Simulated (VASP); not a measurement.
Given:

```yaml
crystal:
  lattice:
    - [0.00000, 2.10293, 2.10293]
    - [2.10293, 0.00000, 2.10293]
    - [2.10293, 2.10293, 0.00000]
  atoms:
    - { symbol: Ti, position: [0.00000, 0.00000, 0.00000] }
    - { symbol: N, position: [0.50000, 0.50000, 0.50000] }
```

Method: PBE GGA, VASP's PBE PAW potentials (set 64) (plane waves; VASP). Numerical set-up: 520 eV cut-off, 15×15×15 Γ-centred mesh, first-order Methfessel-Paxton smearing of 0.10 eV, potentials Ti_sv N.

Task: Give the stress tensor in GPa (positive for a compressed cell).

Result: 
```
9.05  0.00  0.00
0.00  9.05  0.00
0.00  0.00  9.05
```
The pressure is its mean diagonal, 9.05 GPa.

The compound is TiN in the rock salt structure. This cell is one point of a volume scan, at 0.97 of the reference volume. The electron count is odd and the run is not spin-polarised, which forces a metal.
